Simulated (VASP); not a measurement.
The system is Mo.

```
Mo
1.0
    -1.57342    1.57342    1.57342
     1.57342   -1.57342    1.57342
     1.57342    1.57342   -1.57342
Mo
1
Cartesian
  0.0000 0.0000 0.0000
```

| Property | Result |
| --- | --- |
| Program | VASP 6.6.1 |
| Task | relaxation of cell and atoms |
| Functional | PBE |
| Potentials or basis | VASP PAW PBE potentials, release 64 (Mo_sv) |
| Cutoff | 520 eV |
| k mesh | 18 × 18 × 18 |
| Occupations | gaussian, width 0.1 eV |
| Spin | no spin polarisation |

At the start: pressure 4.0 GPa; volume 15.58 Å³/atom.

How do energy, volume and symmetry change on relaxing?

Over 3 steps the energy falls by 2.9 meV/atom and the volume is 15.82 Å³/atom (+1.5 %); space group Im-3m (No. 229, to 0.05 Å).

Step by step:
| step | energy change (eV) | largest force (eV/Å) | pressure (GPa) | volume (Å³) |
| --- | --- | --- | --- | --- |
| 1 | 0.0000 | 0.0000 | 4.00 | 15.58 |
| 2 | 0.0178 | 0.0000 | -9.69 | 16.47 |
| 3 | -0.0029 | 0.0000 | -0.06 | 15.82 |

Final structure:
```
Mo
1.0
    -1.58137    1.58137    1.58137
     1.58137   -1.58137    1.58137
     1.58137    1.58137   -1.58137
Mo
1
Direct
  0.00000 0.00000 0.00000
```
